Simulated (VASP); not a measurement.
## Ca3ZrN3 under changes of volume

One of the cells (15.800 Å³/atom); the others are scaled copies at fixed shape and fractional positions:

```
CELL_PARAMETERS angstrom
4.80015 0.00000 0.00000
0.00000 4.80015 0.00000
0.00000 0.00000 4.80015
ATOMIC_POSITIONS crystal
Ca 0.00000 0.50000 0.50000
Ca 0.50000 0.00000 0.50000
Ca 0.50000 0.50000 0.00000
Zr 0.00000 0.00000 0.00000
N 0.50000 0.00000 0.00000
N 0.00000 0.50000 0.00000
N 0.00000 0.00000 0.50000
```

The cell was built by a generator and needn't be a form met in nature.

* Program: VASP 6.6.1
* Functional: PBE
* Potentials or basis: VASP PAW PBE potentials, release 64 (Ca_sv, Zr_sv, N)
* Cutoff: 520 eV
* k mesh: 6 × 6 × 6
* Occupations: gaussian, width 0.1 eV
* Spin: no spin polarisation

| volume (Å³/atom) | energy over the lowest point (meV/atom) | pressure (GPa) |
| --- | --- | --- |
| 14.378 | 54.89 | 13.2 |
| 14.852 | 23.28 | 8.1 |
| 15.326 | ? | ? |
| 15.800 | 0.00 | 0.0 |
| 16.274 | 4.58 | -3.2 |
| 16.748 | 17.90 | -5.9 |
| 17.222 | 38.73 | -8.3 |

Task: What does the run at 15.326 Å³/atom give?

Result: Energy over the lowest point 5.66 meV/atom; pressure 3.7 GPa.

Worked out: A Birch-Murnaghan fit of order 3 (a polynomial in V^(-2/3)) to the other rows has its minimum at 15.81 Å³/atom with B0 = V·E''(V) = 115 GPa and B' = 4.2. It gives 5.66 meV/atom at 15.326 Å³/atom, against the run's 5.66, and -dE/dV = 3.8 GPa, against 3.7.

Energies are extrapolated to zero smearing.
